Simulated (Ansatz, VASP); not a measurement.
# Co (Co strained to the junction's net): VASP beside Ansatz

Wanted: the spread between two codes on one cell, functional and k mesh. The structure shown is the end of the Ansatz relaxation below.

Method: plane waves, with VASP 6.6.1 beside it; single point at PBE with D3(BJ), in Ansatz 0.2.0.

## (1) Set-up

The structure is hexagonal, space group P6_3/mmc (No. 194). The conventional cell has a = 2.510 Å, b = 2.510 Å, c = 3.960 Å, α = 90.00°, β = 90.00°, γ = 120.00°. Co has 12 Co at 2.45 to 2.51 Å nearest.

## (2) Ansatz: relaxation, PBE with D3(BJ)

Ansatz runs on its default PAW (the set named soft_2) files.

This run makes the geometry at which the two programs are then compared.

input.yaml reads:

```yaml
crystal:
  lattice:
    - [2.51, 0.0, 0.0]
    - [-1.255, 2.1737237635, 0.0]
    - [0.0, 0.0, 4.0073413655]
  atoms:
    - { symbol: Co, position: [0.0, 0.0, 0.0], spin: 1.7 }
    - { symbol: Co, position: [0.3333333333, 0.6666666667, 0.5], spin: 1.7 }
magnetization:
  spin_polarized: true
kpoints:
  mp_grid: { grid: [18, 18, 8] }
scf:
  occupations: { method: fermi_dirac, width: 0.1 }
  max_iter: 150
hamiltonian:
  xc: pbe
  dispersion: d3bj
relax:
  f_tol: 0.01
  max_steps: 40
  cell: { fix: [a, b, angles] }
```

Run with:

```sh
$ ansatz run input.yaml --threads 4 --pin off --max-ram 16384MiB --backend cpu --events-out ev --progress --plain --runs-dir out
```

Numbers of over 12 decimals in the logs are rounded to 6 here.

The program printed:

```text
Engine: ansatz 0.2.0, aarch64-unknown-linux-gnu
Pseudopotentials: kind: paw
Pseudopotential: Co, paw, valence charge 17, recommended cutoff 420 eV (normal), Co.paw.azcp
Functional definition: PBE
  parameter kappa = 0.804
  parameter beta = 0.066725
  exchange = pbe_x(kappa = kappa, mu = beta*pi^2/3)
  correlation = pbe_c(beta = beta)
Crystal: 2 atoms, lattice volume = 21.864 Å³
Basis set: ecut = 420 eV, 415 PW (Γ), exchange–correlation on 36×36×54 points (8 copies of the dense FFT grid, shifted against one another)
Bands: 23, of which v1, the nominal top of the filled ones, is band 17 counted from 1 (16 counted from 0)
Symmetry: 24 space group operations
Space group: P63/mmc (ITA 194), of the structure as read, at distance tolerance 2.8e-5 Å
Magnetic group: BNS 194.263 (UNI 1493), of the structure as read, at distance tolerance 2.8e-5 Å
k-points: 185 of 2592
Non-local potential: Co, projectors of the file, l = 0: 3, l = 1: 2, l = 2: 3, l = 3: 1
PAW form: soft (Blöchl's): semilocal exchange-correlation on the pseudo side does not see the compensation charge
PAW one-centre angular grid: Co, 590 points (default); XC on 64 Gauss nodes
Initial density: superposition of atomic densities (chi_scale 0.1, normalization cell)
Starting moments: Σ|m| = 3.4 μB on 2 of 2 sites
Initial wavefunctions: pseudopotential atomic-orbital guess
Functional: x = pbe(κ = 0.804, μ = 0.219515), c = pbe(β = 0.066725)
SCF iter   1: F=—  HF=-10252.525289 eV  |F-HF|=—  |Δ(HF+E_count)|=         —  Δρ=1.00e-1 (↑3.49e-2 ↓1.00e-1)  dr2=2.30e0  dr2_m=2.21e-1  M=3.253 μB ∫|m|=3.388 μB  β_m=0.30  ethr=3.10e-3  ⟨swp⟩=4.9  Hψ=31159  notcnv=0
Mixer restart at iter 1: flushing history
preconditioner: auto → none  [metal: Δε(μ)=0.003 eV  Ē_g=9.025 eV  σ=0.100 eV  W_gap=0.01  n_scr=8 (ndim 8)  ℏωp=33.7 eV  f_vac=0.000  D(μ)=2.06/eV (n_scr^D=22)  sad-step TF]
SCF iter   2: F=—  HF=-10251.817168 eV  |F-HF|=—  |Δ(HF+E_count)|=   7.08e-1  Δρ=4.49e-2 (↑2.09e-2 ↓4.49e-2)  dr2=1.47e-1  dr2_m=2.03e-1  M=3.299 μB ∫|m|=3.476 μB  β_m=0.37  ethr=3.10e-3  ⟨swp⟩=2.7  Hψ=16230  notcnv=0  defer=40
SCF iter   3: F=—  HF=-10252.459755 eV  |F-HF|=—  |Δ(HF+E_count)|=         —  Δρ=3.11e-2 (↑3.11e-2 ↓2.05e-2)  dr2=1.16e-2  dr2_m=1.31e-1  M=3.352 μB ∫|m|=3.588 μB  β_m=0.37  ethr=4.32e-4  ⟨swp⟩=2.0  Hψ=10695  notcnv=0  defer=40
Mixer restart at iter 3: flushing history
SCF iter   4: F=—  HF=-10252.790076 eV  |F-HF|=—  |Δ(HF+E_count)|=   3.30e-1  Δρ=1.99e-2 (↑1.99e-2 ↓1.01e-2)  dr2=1.07e-2  dr2_m=4.44e-2  M=3.312 μB ∫|m|=3.575 μB  β_m=0.64  ethr=3.42e-5  ⟨swp⟩=2.4  Hψ=16805  notcnv=0  defer=40
SCF iter   5: F=—  HF=-10253.137347 eV  |F-HF|=—  |Δ(HF+E_count)|=   3.47e-1  Δρ=2.34e-3 (↑2.15e-3 ↓2.34e-3)  dr2=2.14e-3  dr2_m=4.25e-4  M=3.234 μB ∫|m|=3.552 μB  β_m=0.82  ethr=3.15e-5  ⟨swp⟩=2.0  Hψ=17502  notcnv=0  defer=40
SCF iter   6: F=—  HF=-10253.156969 eV  |F-HF|=—  |Δ(HF+E_count)|=   1.96e-2  Δρ=4.37e-3 (↑4.05e-3 ↓4.37e-3)  dr2=8.80e-3  dr2_m=3.80e-5  M=3.216 μB ∫|m|=3.547 μB  β_m=0.53  ethr=6.30e-6  ⟨swp⟩=2.5  Hψ=17144  notcnv=0  defer=40
SCF iter   7: F=—  HF=-10253.156476 eV  |F-HF|=—  |Δ(HF+E_count)|=   4.93e-4  Δρ=9.43e-4 (↑7.34e-4 ↓9.43e-4)  dr2=3.34e-4  dr2_m=2.26e-5  M=3.214 μB ∫|m|=3.546 μB  β_m=0.77  ethr=6.30e-6  ⟨swp⟩=2.6  Hψ=14842  notcnv=0  defer=40
SCF iter   8: F=—  HF=-10253.157437 eV  |F-HF|=—  |Δ(HF+E_count)|=   9.61e-4  Δρ=6.72e-4 (↑4.44e-4 ↓6.72e-4)  dr2=1.61e-4  dr2_m=6.82e-6  M=3.210 μB ∫|m|=3.545 μB  β_m=0.88  ethr=9.84e-7  ⟨swp⟩=2.1  Hψ=11778  notcnv=0  defer=40
SCF iter   9: F=—  HF=-10253.157601 eV  |F-HF|=—  |Δ(HF+E_count)|=   1.64e-4  Δρ=2.64e-5 (↑6.72e-6 ↓2.64e-5)  dr2=1.42e-7  dr2_m=2.57e-8  M=3.208 μB ∫|m|=3.544 μB  β_m=0.94  ethr=4.72e-7  ⟨swp⟩=2.1  Hψ=12216  notcnv=0  defer=40
SCF iter  10: F=—  HF=-10253.157601 eV  |F-HF|=—  |Δ(HF+E_count)|=   4.67e-7  Δρ=1.01e-5 (↑1.01e-5 ↓9.29e-6)  dr2=2.51e-8  dr2_m=1.64e-10  M=3.208 μB ∫|m|=3.544 μB  β_m=0.97  ethr=4.16e-10  ⟨swp⟩=2.2  Hψ=14972  notcnv=0  defer=40
SCF iter  11: F=-10253.157601 eV  HF=-10253.157601 eV  |F-HF|=6.21e-9  |Δ(HF+E_count)|=  6.80e-10  Δρ=4.34e-6 (↑3.34e-6 ↓4.34e-6)  dr2=7.21e-9  dr2_m=7.74e-11  M=3.208 μB ∫|m|=3.544 μB  ethr=7.39e-11  ⟨swp⟩=1.7  Hψ=24981  notcnv=0
SCF 1 converged in 11 iterations: F = -10253.157601 eV  dr2 = 7.21e-9
  greatest PAW one-centre occupation: 1.001 electrons in one spin orbital (limit 2), on the Co atom at site 1 (counted from 0), in its partial waves of l = 1
relax step   1: F+E_penalty+E_count = -10253.15760110 eV  Δ(F+E_penalty+E_count) = +0.000e0 eV  max|allowed force component| = 1.850e-17 eV/Å  Δτ_max = 0.0000 Å  P = -7.605 GPa  Ω = 21.864 Å³  fix = [a, b, alpha, beta, gamma]  reactions: a -8.984, b -8.984 GPa  (11 SCF iters, dr2 threshold 1.00e-7 eV, accepted)
[...]
relax step   3: F+E_penalty+E_count = -10253.16185233 eV  Δ(F+E_penalty+E_count) = -1.275e-3 eV  max|allowed force component| = 2.544e-17 eV/Å  Δτ_max = 0.0000 Å  P = -5.074 GPa  Ω = 21.601 Å³  energy of the carried Pulay correction = +3.002e-4 eV  fix = [a, b, alpha, beta, gamma]  reactions: a -7.669, b -7.669 GPa  (8 SCF iters, dr2 threshold 2.00e-7 eV, accepted)
[...]
relax step   4: F+E_penalty+E_count = -10253.16184775 eV  Δ(F+E_penalty+E_count) = +4.576e-6 eV  max|allowed force component| = 3.932e-17 eV/Å  Δτ_max = 0.0000 Å  P = -5.133 GPa  Ω = 21.606 Å³  energy of the carried Pulay correction = +2.934e-4 eV  fix = [a, b, alpha, beta, gamma]  reactions: a -7.701, b -7.701 GPa  (5 SCF iters, dr2 threshold 3.49e-8 eV, accepted)
[...]
relax step   5: F+E_penalty+E_count = -10253.16157392 eV  Δ(F+E_penalty+E_count) = +2.738e-4 eV  max|allowed force component| = 3.238e-17 eV/Å  Δτ_max = 0.0000 Å  P = -5.146 GPa  Ω = 21.606 Å³  fix = [a, b, alpha, beta, gamma]  reactions: a -7.708, b -7.708 GPa  stress off target by 2.25e-2 GPa on what of the cell is left free  SCF on the basis re-selected at this cell (its energy is not comparable with the rows above)  (9 SCF iters)
basis re-selected at this cell: Δ(F+E_penalty+E_count) = +2.738e-4 eV, ΔP = -0.013 GPa vs the last step (what re-selecting the basis moved, of the pressure what is left beyond the Pulay correction that the steps carried, after the strain that the cell walked since its last selection, with what the two solves' SCF thresholds leave and, on support functions, any second-order correction that the steps lacked; it is no m [...]
SCF converged after 9 iterations
Magnetization: 3.1831 μB (18.5916 up, 15.4084 down)
Absolute magnetization: 3.5155 μB (∫|ρ↑−ρ↓|, with the PAW one-centre terms)
Spin contamination: 0.0564 ħ² per cell (⟨S²⟩ above its minimum at these occupations)
Per-site moments (μB) at R_I (Å): [(1.668497, 1.012149), (1.668497, 1.012149)]
Free energy (F): -10253.161574 eV
Harris-Foulkes:  -10253.161574 eV  (|F-HF|=0.00e0)
Internal energy: -10253.102535 eV  (E = F + TS)
E sigma→0 (E₀):  -10253.132055 eV
Entropy (-TS):   -0.059039 eV (-29.519 meV/atom)
Fermi energy:    18.786836 eV
--- Per-component energies (eV) ---
  E_band       = -484.569381
  E_kinetic    = 907.659004
  E_local      = -5654.674339  (includes V_loc(G=0)·N_el)
  E_nonlocal   = 908.311870
  E_hartree    = 2370.937150
  E_xc         = -318.129728
  E_vxc        = -410.536690  (∫ρ·V_xc dr)
  E_paw        = -3030.384638  (= ΣΔE_a)
  E_vpaw       = -977.203626  (= ΣTr[D̂ρ^β])
  E_aug_tail   = 0.000128  (compensation charges beyond the density's cutoff)
  E_ewald      = -5435.984257
  E_disp       = -0.837726  (pairwise vdW)
  E_smearing   = -0.059039  (= −TS)
  E_closure    = -0.000000  (closes the sum)
  Σ components = -10253.161574   (vs F -10253.161574, Δ=0.00e0)
--- Forces (eV/Å), atoms counted from 1 ---
  atom   1  Co     0.00000000     0.00000000    -0.00000000
  atom   2  Co     0.00000000    -0.00000000     0.00000000
  max |Σ_I F_I| component: 1.62e-17 eV/Å
--- Stress (GPa, compression-positive) ---
       -7.707552       0.000000      -0.000000
        0.000000      -7.707552      -0.000000
       -0.000000      -0.000000      -0.022485
  P = ⅓ Tr σ = -5.1459 GPa (-51.459 kbar)
--- Relaxed structure (4 steps of the walk, 4 accepted, 1 SCFs on fresh bases) ---
  F+E_penalty+E_count = -10253.16157392 eV   max|allowed force component| = 3.238e-17 eV/Å   (the final SCF, on the basis selected at the relaxed cell)
  cell:  # Å, volume = 21.6064 Å³
    - [2.510000, 0, 0]
    - [-1.255000, 2.173724, 0]
    - [0, 0, 3.960091]
  atoms:
    - { symbol: Co, position: [9.251858539620023e-18, -5.08852219630634e-17, 0] }
    - { symbol: Co, position: [0.333333, 0.666667, 0.5] }
```

## (3) VASP: single point, PBE with D3(BJ)

The same cell, functional, mesh and smearing now go to VASP, with its own data sets.

Lines of VASP's logs that name or quote its potential files are left out, and so is its time.

INCAR reads:

```
SYSTEM = Co
PREC = Accurate
ENCUT = 600
EDIFF = 1E-06
NELM = 200
ISMEAR = -1
SIGMA = 0.1
LREAL = .FALSE.
ALGO = Normal
GGA = PE
IVDW = 12
NBANDS = 18
ISPIN = 2
MAGMOM = 1.67 1.67
LASPH = .TRUE.
LMAXMIX = 4
LORBIT = 11
LWAVE = .FALSE.
LCHARG = .FALSE.
ISIF = 2
GGA_COMPAT = .FALSE.
```

POSCAR reads:

```
Co
1.0
    2.5100000000      0.0000000000      0.0000000000
   -1.2550000000      2.1737237635      0.0000000000
    0.0000000000      0.0000000000      3.9600911966
Co
2
Direct
    0.0000000000      0.0000000000      0.0000000000
    0.3333333333      0.6666666667      0.5000000000
```

KPOINTS reads:

```
Automatic mesh
0
Gamma
18 18 8
0 0 0
```

PAW data sets: Co (PBE family, release 64).

Run with:

```sh
$ mpirun -np 1 vasp_std
```

The program printed:

```text
[banner, memory and clock lines left out]
running    1 mpi-ranks, on    1 nodes
 distrk:  each k-point on    1 cores,    1 groups
 distr:  one band on    1 cores,    1 groups

 POSCAR found type information on POSCAR Co
 POSCAR found :  1 types and       2 ions
 LDA part: xc-table for (Slater+PW92), standard interpolation
 POSCAR, INCAR and KPOINTS ok, starting setup
 FFT: planning ... GRIDC
 FFT: planning ... GRID_SOFT
 FFT: planning ... GRID
 WAVECAR not read
 entering main loop
       N       E                     dE             d eps       ncg     rms          rms(c)
DAV:   1     0.912789525541E+02    0.91279E+02   -0.84791E+03 13784   0.143E+03
DAV:   2    -0.121771832177E+02   -0.10346E+03   -0.94126E+02 13368   0.243E+02
DAV:   3    -0.161645164267E+02   -0.39873E+01   -0.38477E+01 14716   0.617E+01
DAV:   4    -0.162327447787E+02   -0.68228E-01   -0.68168E-01 17270   0.668E+00
DAV:   5    -0.162342623538E+02   -0.15176E-02   -0.15174E-02 15498   0.878E-01    0.148E+01
DAV:   6    -0.145201521437E+02    0.17141E+01   -0.90727E+00 14218   0.631E+01    0.733E+00
DAV:   7    -0.141222275901E+02    0.39792E+00   -0.14264E+00 15406   0.231E+01    0.376E+00
DAV:   8    -0.141064085184E+02    0.15819E-01   -0.19191E-02 17428   0.145E+00    0.187E+00
DAV:   9    -0.140913464394E+02    0.15062E-01   -0.35536E-03 20686   0.103E+00    0.609E-01
DAV:  10    -0.140917735955E+02   -0.42716E-03   -0.66428E-04 18504   0.364E-01    0.271E-01
DAV:  11    -0.140917706475E+02    0.29480E-05   -0.19734E-04 18750   0.228E-01    0.277E-02
DAV:  12    -0.140917687400E+02    0.19075E-05   -0.14759E-05 14000   0.345E-02    0.158E-02
DAV:  13    -0.140917680924E+02    0.64764E-06   -0.20280E-06 11974   0.202E-02
   1 F= -.14929285E+02 E0= -.14899412E+02  d E =-.597456E-01  mag=     3.1694
```

Parts of OUTCAR (step 3):

```text
ion  position               nearest neighbor table
   1  0.000  0.000  0.000-   2 2.45   2 2.45   2 2.45   2 2.45   2 2.45   2 2.45
   2  0.333  0.667  0.500-   1 2.45   1 2.45   1 2.45   1 2.45   1 2.45   1 2.45

  LATTYP: Found a hexagonal cell.
 ALAT       =     2.5100000000
 C/A-ratio  =     1.5777255763

 Subroutine GETGRP returns: Found 24 space group operations
 (whereof 12 operations were pure point group operations)

The static configuration has the point symmetry D_3h.
 The point group associated with its full space group is D_6h.

 Found    185 irreducible k-points:

   k-points           NKPTS =    185   k-points in BZ     NKDIM =    185   number of bands    NBANDS=     18

   dimension x,y,z NGX =    20 NGY =   20 NGZ =   32
   dimension x,y,z NGXF=    40 NGYF=   40 NGZF=   64

   ENCUT  =  600.0 eV  44.10 Ry    6.64 a.u.   5.01  5.01  7.91*2*pi/ulx,y,z

   NELECT =      18.0000    total number of electrons

 k-points in reciprocal lattice and weights: Automatic mesh
   0.00000000  0.00000000  0.00000000       0.000
   0.05555556 -0.00000000  0.00000000       0.002
   0.11111111 -0.00000000  0.00000000       0.002
   0.16666667 -0.00000000  0.00000000       0.002
   0.22222222 -0.00000000  0.00000000       0.002
   0.27777778  0.00000000  0.00000000       0.002
   0.33333333  0.00000000  0.00000000       0.002
   0.38888889  0.00000000  0.00000000       0.002
   0.44444444 -0.00000000  0.00000000       0.002
[...]
0.33333333  0.27777778  0.50000000       0.005
   0.33333333  0.33333333  0.50000000       0.001

 average (electrostatic) potential at core
       1 -78.2303       2 -78.2303

 E-fermi :  10.3089

 spin component 1
 k-point     1 :       0.0000    0.0000    0.0000
  band No.  band energies     occupation
    ...
      7       8.0616      1.00000
      8       8.3178      1.00000
      9       8.3178      1.00000
     10       9.5208      0.99962
     11       9.5208      0.99962
     12      10.5260      0.10245
     13      17.0812      0.00000
     14      32.0035      0.00000
     15      34.3987      0.00000
     16      34.3987      0.00000
    ...

 k-point     2 :       0.0556   -0.0000    0.0000
  band No.  band energies     occupation
    ...
      7       8.1049      1.00000
      8       8.2670      1.00000
      9       8.2849      1.00000
     10       9.0965      0.99999
     11       9.5363      0.99956
     12      11.0770      0.00046
     13      17.0994      0.00000
     14      31.1792      0.00000
     15      32.9168      0.00000
     16      33.1486      0.00000
    ...

 k-point     3 :       0.1111   -0.0000    0.0000
  band No.  band energies     occupation
    ...
      7       8.1089      1.00000
      8       8.1952      1.00000
      9       8.2310      1.00000
     10       8.6026      1.00000
     11       9.5762      0.99934
     12      12.0311      0.00000
     13      17.1582      0.00000
     14      28.8824      0.00000
     15      31.5044      0.00000
     16      32.1414      0.00000
    ...

 k-point     4 :       0.1667   -0.0000    0.0000
  band No.  band energies     occupation
    ...
      7       8.1435      1.00000
      8       8.3041      1.00000
      9       8.3770      1.00000
     10       8.4288      1.00000
     11       9.6265      0.99891
     12      13.1158      0.00000
     13      17.2682      0.00000
     14      26.3270      0.00000
     15      29.9512      0.00000
     16      31.5801      0.00000
    ...

 k-point     5 :       0.2222   -0.0000    0.0000
  band No.  band energies     occupation
    ...
      7       8.2440      1.00000
      8       8.4362      1.00000
      9       8.5583      1.00000
     10       8.6799      1.00000
     11       9.6758      0.99822
     12      14.2945      0.00000
     13      17.4370      0.00000
     14      23.8449      0.00000
     15      28.5370      0.00000
     16      30.9261      0.00000
    ...

 k-point     6 :       0.2778    0.0000    0.0000
  band No.  band energies     occupation
    ...
      7       8.1307      1.00000
      8       8.7617      1.00000
      9       8.8980      1.00000
     10       8.9602      1.00000
     11       9.7176      0.99730
     12      15.5523      0.00000
     13      17.6209      0.00000
     14      21.5832      0.00000
     15      27.2937      0.00000
     16      29.4023      0.00000
    ...

 Edisp (eV)   -0.83752

  Total      -1.13675    -1.13675    -0.15078     0.00000     0.00000     0.00000
  in kB     -84.29328   -84.29328   -11.18042     0.00000     0.00000     0.00000
  external pressure =      -59.92 kB  Pullay stress =        0.00 kB

  energy-cutoff  :      600.00
  volume of cell :       21.61
      direct lattice vectors                 reciprocal lattice vectors
     2.510000000  0.000000000  0.000000000     0.398406375  0.230020028  0.000000000
    -1.255000000  2.173723763  0.000000000     0.000000000  0.460040055  0.000000000
     0.000000000  0.000000000  3.960091197     0.000000000  0.000000000  0.252519437

 POSITION                                       TOTAL-FORCE (eV/Angst)
 -----------------------------------------------------------------------------------
      0.00000      0.00000      0.00000         0.000000     -0.000000      0.000000
     -0.00000      1.44915      1.98005        -0.000000      0.000000      0.000000
 -----------------------------------------------------------------------------------
    total drift:                               -0.000000      0.000000     -0.000000

  FREE ENERGIE OF THE ION-ELECTRON SYSTEM (eV)
  ---------------------------------------------------
  free  energy   TOTEN  =       -14.9292848292 eV

  energy  without entropy=      -14.8695391942  energy(sigma->0) =      -14.89941201

 total charge
# of ion       s       p       d       tot
------------------------------------------
    1        0.490   0.524   7.269   8.283
    2        0.490   0.524   7.269   8.283
--------------------------------------------------
tot          0.980   1.048  14.539  16.567

 magnetization (x)
# of ion       s       p       d       tot
------------------------------------------
    1       -0.015  -0.055   1.675   1.604
    2       -0.015  -0.055   1.675   1.604
--------------------------------------------------
tot         -0.031  -0.110   3.349   3.209

[... 6 further parts left out ...]
```

The run ends at a pressure of -5.99 GPa.

## (4) Differences

Known differences besides the potentials themselves: VASP starts from the moments at which Ansatz ended; the data sets hold 34 valence electrons in Ansatz (on its default PAW (the set named soft_2) files) and 18 in VASP; the cutoff is 420 eV in Ansatz and 600 eV in VASP; Ansatz's pressure holds a Pulay correction, VASP's none; site moments are counted in spheres of each program's own size. Total energies have different zeros and are not compared.

Compared:

| quantity | Ansatz | VASP | difference |
| --- | --- | --- | --- |
| pressure (GPa) | -5.15 | -5.99 | +0.85 |
| total moment (μB) | 3.18 | 3.17 | +0.01 |
| moment on Co1 (μB) | 1.67 | 1.60 | +0.06 |
| moment on Co2 (μB) | 1.67 | 1.60 | +0.06 |

## (5) Outcome

| Item | Value |
| --- | --- |
| difference in total moment (single point, PBE with D3(BJ)) | 0.014 μB |
| difference in pressure (single point, PBE with D3(BJ)) | 0.85 GPa |

The difference in pressure is 0.85 GPa (single point, PBE with D3(BJ)), within the 1 GPa picked in this series as the mark of a large difference. The data sets hold unlike numbers of valence electrons (34 in Ansatz and 18 in VASP), so part of the differences comes from the potentials. How closely two codes agree says nothing of how well the functional describes the real material.

[Lines on the potential files, build, host, timing and source positions are cut from VASP's logs without a mark.]

[Logs are printed without paths, hosts, clocks, repeated set-up lines and the standing remarks that a program may print on its own settings, such as how far it seeks lower states.]

[Hosts, paths, dates, database ids (printed as entryN), source tags and the programs' standing remarks are cut or masked in the printed files.]
